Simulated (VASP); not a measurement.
Input:

```yaml
crystal:
  lattice:
    - [0.00000, 2.96910, 2.96910]
    - [2.96910, 0.00000, 2.96910]
    - [2.96910, 2.96910, 0.00000]
  atoms:
    - { symbol: In, position: [0.00000, 0.00000, 0.00000] }
    - { symbol: P, position: [0.25000, 0.25000, 0.25000] }
```

Calculation: revPBE GGA, VASP's PBE PAW potentials (set 64) (plane waves; VASP 6.6.1). Run with 520 eV cut-off, 8×8×8 Γ-centred mesh, Gaussian smearing of 0.050 eV, potentials In_d P.

Give the stress tensor in GPa (positive for a compressed cell).

```
1.84  0.00  0.00
0.00  1.84  0.00
0.00  0.00  1.84
```
The pressure is its mean diagonal, 1.84 GPa.

The compound is InP in the zinc blende structure. This cell is one point of a volume scan, at 0.97 of the reference volume.
